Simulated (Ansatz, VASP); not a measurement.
# Si3Bi4O12 (Si3Bi4O12 (I-43d)) in two plane-wave programs, part 2 of 2

Aim: how closely do two programs agree when they are given the same cell, functional and k mesh? Of the first pair: The structure shown is the start of the Ansatz relaxation below; VASP solves that cell, so the two are compared at the walk's first step.

VASP 6.6.1 and Ansatz 0.2.0.

So far. Step 3 (VASP: single point, PBEsol, start cell, pair 1): The run ends at a pressure of 1.06 GPa, with forces up to 0.34 eV/Å.

### 4. Comparison

Known differences besides the potentials themselves: the cutoff is 420 eV in Ansatz and 520 eV in VASP (PREC = Accurate, projectors in real space); Ansatz makes its cores anew for this functional, VASP keeps those of its PBE data sets. Total energies have different zeros and are not compared.

Forces on 9 of the 38 atoms, those with the largest forces and the largest differences (eV/Å; atoms numbered as in POSCAR):

```
atom         Ansatz x, y, z           VASP x, y, z
 O15  -0.218, -0.116, 0.092  -0.280, -0.152, 0.124
 O16  0.092, -0.116, -0.218  0.124, -0.152, -0.280
 O19    0.116, 0.092, 0.218    0.152, 0.124, 0.280
 O21    0.092, 0.116, 0.218    0.124, 0.152, 0.280
 O24  -0.092, 0.116, -0.218  -0.124, 0.152, -0.280
 O26  -0.116, -0.092, 0.218  -0.152, -0.124, 0.280
 O28  -0.092, -0.116, 0.218  -0.124, -0.152, 0.280
 O30  -0.218, -0.092, 0.116  -0.280, -0.124, 0.152
 O32  0.116, -0.092, -0.218  0.152, -0.124, -0.280
```

The forces differ by 38 meV/Å r.m.s., which is 24.0 % of the r.m.s. force of 0.157 eV/Å (both taken over all components).

### 5. Ansatz: relaxation, PBEsol

This run makes the geometry at which the two programs are then compared. The cell compared in this pair holds 543.14 Å³, against 541.27 Å³ for the pair before.

The structure compared here is the end of the Ansatz relaxation.

The input, input.yaml:

```yaml
crystal:
  lattice:
    - [-5.1339432, 5.1339432, 5.1339432]
    - [5.1339432, -5.1339432, 5.1339432]
    - [5.1339432, 5.1339432, -5.1339432]
  atoms:
    - { symbol: Si, position: [0.625, 0.375, 0.25] }
    - { symbol: Si, position: [0.375, 0.25, 0.625] }
    - { symbol: Si, position: [0.25, 0.625, 0.375] }
    - { symbol: Si, position: [0.875, 0.125, 0.75] }
    - { symbol: Si, position: [0.75, 0.875, 0.125] }
    - { symbol: Si, position: [0.125, 0.75, 0.875] }
    - { symbol: Bi, position: [0.5, 0.0, 0.3366753] }
    - { symbol: Bi, position: [0.3366753, 0.5, 0.0] }
    - { symbol: Bi, position: [0.8366753, 0.5, 1.0] }
    - { symbol: Bi, position: [0.6633247, 0.6633247, 0.6633247] }
    - { symbol: Bi, position: [1.0, 0.8366753, 0.5] }
    - { symbol: Bi, position: [0.0, 0.3366753, 0.5] }
    - { symbol: Bi, position: [0.5, 1.0, 0.8366753] }
    - { symbol: Bi, position: [0.1633247, 0.1633247, 0.1633247] }
    - { symbol: O, position: [0.34826775, 0.19125049, 0.41937367] }
    - { symbol: O, position: [0.91937367, 0.69125049, 0.84826775] }
    - { symbol: O, position: [0.08062633, 0.27187682, 0.92889408] }
    - { symbol: O, position: [0.84826775, 0.91937367, 0.69125049] }
    - { symbol: O, position: [0.92889408, 0.08062633, 0.27187682] }
    - { symbol: O, position: [0.69125049, 0.84826775, 0.91937367] }
    - { symbol: O, position: [0.58062633, 0.42889408, 0.77187682] }
    - { symbol: O, position: [0.80874951, 0.72812318, 0.15701726] }
    - { symbol: O, position: [0.15173225, 0.57110592, 0.84298274] }
    - { symbol: O, position: [0.34298274, 0.07110592, 0.65173225] }
    - { symbol: O, position: [0.27187682, 0.92889408, 0.08062633] }
    - { symbol: O, position: [0.30874951, 0.65701726, 0.22812318] }
    - { symbol: O, position: [0.77187682, 0.58062633, 0.42889408] }
    - { symbol: O, position: [0.15701726, 0.80874951, 0.72812318] }
    - { symbol: O, position: [0.42889408, 0.77187682, 0.58062633] }
    - { symbol: O, position: [0.65173225, 0.34298274, 0.07110592] }
    - { symbol: O, position: [0.07110592, 0.65173225, 0.34298274] }
    - { symbol: O, position: [0.57110592, 0.84298274, 0.15173225] }
    - { symbol: O, position: [0.19125049, 0.41937367, 0.34826775] }
    - { symbol: O, position: [0.72812318, 0.15701726, 0.80874951] }
    - { symbol: O, position: [0.22812318, 0.30874951, 0.65701726] }
    - { symbol: O, position: [0.65701726, 0.22812318, 0.30874951] }
    - { symbol: O, position: [0.41937367, 0.34826775, 0.19125049] }
    - { symbol: O, position: [0.84298274, 0.15173225, 0.57110592] }
basis:
  ecutwfc: 420
  xc_grid: 2
hamiltonian:
  xc: pbesol
kpoints:
  mp_grid: { grid: [4, 4, 4] }
scf:
  occupations: { method: fermi_dirac, width: 0.01 }
  max_iter: 150
output:
  forces: true
  stress: true
relax:
  f_tol: 0.01
  max_steps: 60
  cell: {}
checkpoint:
  write: "../pbesol.run"
  compress: false
  write_wavefunctions: false
  write_every: 100000
```

Run with:

```console
$ ansatz run input.yaml --threads 4 --pin off --max-ram 6594MiB --backend cpu --events-out ev --progress --plain --runs-dir out
```

Numbers of over 12 decimals in the logs are rounded to 6 here.

What it wrote:

```text
[...]
Crystal: 38 atoms, lattice volume = 541.269 Å³
Basis set: ecut = 420 eV, 10641 PW (Γ), exchange–correlation on 120×120×120 points (8 copies of the dense FFT grid, shifted against one another)
Bands: 182, of which v1, the nominal top of the filled ones, is band 144 counted from 1 (143 counted from 0)
Symmetry: 24 space group operations
[...]
- { symbol: O, position: [0.691367, 0.849516, 0.919238] }
    - { symbol: O, position: [0.580762, 0.430279, 0.772129] }
    - { symbol: O, position: [0.808633, 0.727871, 0.158149] }
[...]
- { symbol: O, position: [0.227871, 0.308633, 0.658149] }
    - { symbol: O, position: [0.658149, 0.227871, 0.308633] }
    - { symbol: O, position: [0.419238, 0.349516, 0.191367] }
    - { symbol: O, position: [0.841851, 0.150484, 0.569721] }
[key lines of the parts left out:]
SCF converged after 4 iterations
Free energy (F): -115142.536858 eV
Fermi energy:    9.034820 eV
P = ⅓ Tr σ = 0.0161 GPa (0.161 kbar)
```

### 6. VASP: single point, PBEsol, relaxed cell, pair 2

The same cell, functional, mesh and smearing now go to VASP, with its own data sets.

The input, INCAR:

```
SYSTEM = Si3Bi4O12
PREC = Accurate
ENCUT = 600
EDIFF = 1E-06
NELM = 120
ISMEAR = -1
SIGMA = 0.01
LREAL = Auto
ALGO = Normal
GGA = PS
NBANDS = 172
LORBIT = 11
LWAVE = .FALSE.
LCHARG = .FALSE.
ISIF = 2
LASPH = .TRUE.
GGA_COMPAT = .FALSE.
EFERMI = MIDGAP
KPAR = 4
```

The input, POSCAR:

```
Si3Bi4O12
1.0
   -5.1398644586      5.1398644586      5.1398644586
    5.1398644586     -5.1398644586      5.1398644586
    5.1398644586      5.1398644586     -5.1398644586
Si Bi O
6 8 24
Direct
    0.6250000000      0.3750000000      0.2500000000
    0.3750000000      0.2500000000      0.6250000000
    0.2500000000      0.6250000000      0.3750000000
    0.8750000000      0.1250000000      0.7500000000
    0.7500000000      0.8750000000      0.1250000000
    0.1250000000      0.7500000000      0.8750000000
    0.5000000000      0.0000000000      0.3353477611
    0.3353477611      0.5000000000      0.0000000000
    0.8353477611      0.5000000000      0.0000000000
    0.6646522389      0.6646522389      0.6646522389
    0.0000000000      0.8353477611      0.5000000000
    0.0000000000      0.3353477611      0.5000000000
    0.5000000000      0.0000000000      0.8353477611
    0.1646522389      0.1646522389      0.1646522389
    0.3495164242      0.1913669387      0.4192378722
    0.9192378722      0.6913669387      0.8495164242
    0.0807621278      0.2721290666      0.9302785520
    0.8495164242      0.9192378722      0.6913669387
    0.9302785520      0.0807621278      0.2721290666
    0.6913669387      0.8495164242      0.9192378722
    0.5807621278      0.4302785520      0.7721290666
    0.8086330613      0.7278709334      0.1581494855
    0.1504835758      0.5697214480      0.8418505145
    0.3418505145      0.0697214480      0.6504835758
    0.2721290666      0.9302785520      0.0807621278
    0.3086330613      0.6581494855      0.2278709334
    0.7721290666      0.5807621278      0.4302785520
    0.1581494855      0.8086330613      0.7278709334
    0.4302785520      0.7721290666      0.5807621278
    0.6504835758      0.3418505145      0.0697214480
    0.0697214480      0.6504835758      0.3418505145
    0.5697214480      0.8418505145      0.1504835758
    0.1913669387      0.4192378722      0.3495164242
    0.7278709334      0.1581494855      0.8086330613
    0.2278709334      0.3086330613      0.6581494855
    0.6581494855      0.2278709334      0.3086330613
    0.4192378722      0.3495164242      0.1913669387
    0.8418505145      0.1504835758      0.5697214480
```

The input, KPOINTS:

```
Automatic mesh
0
Gamma
4 4 4
0 0 0
```

PAW data sets: Si, Bi_d and O (PBE family, release 64).

Run with:

```console
$ mpirun -np 4 vasp_std
```

What it wrote:

```text
[banner, memory and clock lines left out]
running    4 mpi-ranks, on    1 nodes
[...]
[... a notice as in an earlier step ...]

 LDA part: xc-table for (Slater+PW92), standard interpolation
 POSCAR, INCAR and KPOINTS ok, starting setup
[...]
entering main loop
       N       E                     dE             d eps       ncg     rms          rms(c)
DAV:   1     0.432985578587E+04    0.43299E+04   -0.14616E+05  2752   0.211E+03
DAV:   2     0.570951695495E+03   -0.37589E+04   -0.36163E+04  2944   0.582E+02
DAV:   3    -0.232677056635E+03   -0.80363E+03   -0.76120E+03  3024   0.265E+02
DAV:   4    -0.311099991331E+03   -0.78423E+02   -0.76680E+02  3344   0.801E+01
[...]
DAV:  14    -0.272448787881E+03   -0.22029E-04   -0.72941E-05  3248   0.289E-02    0.118E-02
DAV:  15    -0.272448786279E+03    0.16021E-05   -0.12924E-05  3392   0.168E-02    0.620E-03
DAV:  16    -0.272448786166E+03    0.11331E-06   -0.53476E-06  2576   0.667E-03
   1 F= -.27244879E+03 E0= -.27244879E+03  d E =0.000000E+00
```

From OUTCAR (step 6):

```text
  Total        0.8441611      0.8441611      0.8441611      0.0000000     -0.0000000      0.0000000
  in kB        2.4901238      2.4901238      2.4901238      0.0000000     -0.0000000      0.0000000
  external PRESSURE =       2.4901238 kB  Pullay stress =       0.0000000 kB

 POSITION                                       TOTAL-FORCE (eV/Angst)
 -----------------------------------------------------------------------------------
     -0.00000      2.56993      3.85490        -0.000000     -0.000000      0.000000
      2.56993      3.85490      0.00000        -0.000000     -0.000000      0.000000
      3.85490     -0.00000      2.56993        -0.000000     -0.000000      0.000000
      0.00000      7.70980      1.28497        -0.000000     -0.000000      0.000000
      1.28497      0.00000      7.70980        -0.000000     -0.000000      0.000000
      7.70980      1.28497      0.00000        -0.000000     -0.000000      0.000000
     -0.84629      4.29357      0.84629         0.020760      0.020760     -0.020760
      0.84629     -0.84629      4.29357        -0.020760      0.020760      0.020760
     -1.72364      1.72364      6.86351        -0.020760      0.020760      0.020760
      3.41622      3.41622      3.41622        -0.020760     -0.020760     -0.020760
      6.86351     -1.72364      1.72364         0.020760     -0.020760      0.020760
      4.29357      0.84629     -0.84629         0.020760     -0.020760      0.020760
      1.72364      6.86351     -1.72364         0.020760      0.020760     -0.020760
      0.84629      0.84629      0.84629        -0.020760     -0.020760     -0.020760
[...]
-----------------------------------------------------------------------------------
    total drift:                                0.000006      0.000006      0.000007

  FREE ENERGIE OF THE ION-ELECTRON SYSTEM (eV)
  ---------------------------------------------------
  free  energy   TOTEN  =      -272.4487861657 eV

  energy  without entropy=     -272.4487861657  energy(sigma->0) =     -272.44878617

[... 1 part as in an earlier step ...]

[... 2 further parts left out ...]
[key lines of the parts left out:]
E-fermi :   6.1622
```

The run ends at a pressure of 0.25 GPa, with forces up to 0.077 eV/Å.

### 7. Side by side

What differs besides the data sets and the points named for the pairs above, as far as they apply: the cutoff is 420 eV in Ansatz and 600 eV in VASP (PREC = Accurate, projectors in real space); Ansatz's pressure holds a Pulay correction, VASP's none. Total energies have different zeros and are not compared.

Both answers:

```
              quantity  Ansatz   VASP  difference
        pressure (GPa)    0.02   0.25       -0.23
gap on the k mesh (eV)   3.980  3.980       0.000
```

Forces on 7 of the 38 atoms, those with the largest forces and the largest differences (eV/Å; atoms numbered as in POSCAR):

```
atom         Ansatz x, y, z           VASP x, y, z
 O15  -0.001, -0.009, 0.002  -0.058, -0.040, 0.030
 O16  0.002, -0.009, -0.001  0.030, -0.040, -0.058
 O26  -0.009, -0.002, 0.001  -0.040, -0.030, 0.058
 O27    0.001, 0.002, 0.009    0.058, 0.030, 0.040
 O28  -0.002, -0.009, 0.001  -0.030, -0.040, 0.058
 O29    0.009, 0.001, 0.002    0.040, 0.058, 0.030
 O30  -0.001, -0.002, 0.009  -0.058, -0.030, 0.040
```

The forces differ by 34 meV/Å r.m.s., where the r.m.s. force is 0.005 eV/Å in Ansatz and 0.036 eV/Å in VASP: the atoms lie near their places of rest in Ansatz, so a percentage would say little (all taken over all components). A gap on the mesh is an upper bound, since the band edges may lie between its points; neither run holds spin-orbit coupling, which can move the band edges of a compound of Bi.

### 8. Outcome

```yaml
r_m_s_force_difference_single_point_pbesol_start_cell_pair_1: 38 meV/Å
r_m_s_force_difference_single_point_pbesol_relaxed_cell_pair_2: 34 meV/Å
```

What this shows: The r.m.s. force difference is 38 meV/Å (single point, PBEsol, start cell, pair 1), beyond the 12 meV/Å picked in this series as the mark of a large difference. What causes the difference of the single point, PBEsol, start cell, pair 1 pair stays open here. What causes the difference of the single point, PBEsol, relaxed cell, pair 2 pair stays open here. Such differences can come from data sets, numerical settings and the points named under the comparisons, not from the functional's error against experiment.

[Lines on the potential files, build, host, timing and source positions are cut from VASP's logs without a mark.]

[Logs are printed without paths, hosts, clocks, repeated set-up lines and the standing remarks that a program may print on its own settings, such as how far it seeks lower states.]

[Hosts, paths, dates, database ids (printed as entryN), source tags and the programs' standing remarks are cut or masked in the printed files.]
